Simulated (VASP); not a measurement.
```xyz
3
Lattice="3.4484 0.0000 0.0000 -1.7242 2.9864 0.0000 0.0000 0.0000 7.1336" Properties=species:S:1:pos:R:3 pbc="T T T"
W      0.0000     0.0000     0.0000
Te     0.0000     1.9909     1.8435
Te     1.7242     0.9955     5.2901
```

Method: LDA (Ceperley-Alder, Perdew-Zunger), VASP's LDA PAW potentials (set 64) (plane waves; VASP). Settings: 400 eV cut-off, 11×11×5 Γ-centred mesh, tetrahedra with Blöchl corrections, potentials W_sv Te.

Unless said otherwise, spin-orbit coupling is left out, though it shifts the bands of the heavy elements here.

Question: Predict the energy per atom (σ→0), band gap (on the k-mesh) with the smallest direct gap where there is one.

Answer: 
```
Item                                                         Value
------------------------  ----------------------------------------
band gap (on the k-mesh)  none (metal, semimetal or under 0.01 eV)
energy per atom (σ→0)                               -7149 meV/atom
```

The structure was generated: Te2W was put into the CdI2 type (P-3m1), which need not be its known phase. It was relaxed first, which changed the volume by -24 %.
